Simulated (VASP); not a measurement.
Here is a VASP 6.6.1 calculation.

INCAR

```
SYSTEM = SnGe31
PREC = Accurate ; ENCUT = 600
EDIFF = 1E-6 ; ISMEAR = 0
SIGMA = 0.03 ; LREAL = Auto
LASPH = .TRUE. ; NELM = 80
ALGO = Normal ; ISIF = 3
LWAVE = .FALSE. ; LCHARG = .FALSE.
GGA = PE ; IBRION = 2
NSW = 90 ; EDIFFG = -0.01
KPAR = 4
```

Contents of KPOINTS:

```
Automatic mesh
0
G
  4 4 4
  0 0 0
```

Contents of POSCAR:

```
SnGe31
1.0
    5.6830970500     -5.6830970500      5.6830970500
    5.6830970500      5.6830970500     -5.6830970500
   -5.6830970500      5.6830970500      5.6830970500
Sn Ge
1 31
Direct
    0.2500000000      0.7500000000      0.0000000000
    0.5000000000      0.5000000000      0.0000000000
    0.7500000000      0.2500000000      0.0000000000
    0.0000000000      0.7500000000      0.2500000000
    0.0000000000      0.0000000000      0.0000000000
    0.2500000000      0.5000000000      0.2500000000
    0.5000000000      0.2500000000      0.2500000000
    0.7500000000      0.7500000000      0.5000000000
    0.7500000000      0.0000000000      0.2500000000
    0.0000000000      0.5000000000      0.5000000000
    0.2500000000      0.2500000000      0.5000000000
    0.5000000000      0.7500000000      0.7500000000
    0.5000000000      0.0000000000      0.5000000000
    0.7500000000      0.5000000000      0.7500000000
    0.0000000000      0.2500000000      0.7500000000
    0.2500000000      0.0000000000      0.7500000000
    0.5000000000      0.0000000000      0.2500000000
    0.7500000000      0.7500000000      0.2500000000
    0.0000000000      0.5000000000      0.2500000000
    0.2500000000      0.0000000000      0.5000000000
    0.2500000000      0.2500000000      0.2500000000
    0.5000000000      0.7500000000      0.5000000000
    0.7500000000      0.5000000000      0.5000000000
    0.0000000000      0.0000000000      0.7500000000
    0.0000000000      0.2500000000      0.5000000000
    0.2500000000      0.7500000000      0.7500000000
    0.5000000000      0.5000000000      0.7500000000
    0.7500000000      0.0000000000      0.0000000000
    0.7500000000      0.2500000000      0.7500000000
    0.0000000000      0.7500000000      0.0000000000
    0.2500000000      0.5000000000      0.0000000000
    0.5000000000      0.2500000000      0.0000000000
```

Potentials or basis: VASP PAW PBE potentials, release 64 (Sn_d, Ge_d).

Launch:

```bash
$ cat potpaw_PBE.64/Sn_d/POTCAR potpaw_PBE.64/Ge_d/POTCAR > POTCAR
$ mpirun -np 4 vasp_std > vasp.out
```

(1) Predict the band gap on the k mesh.

(2) Predict the relaxed volume.

Results:

(1) none (metal or under the smearing width).

(2) 24.28 Å³/atom.
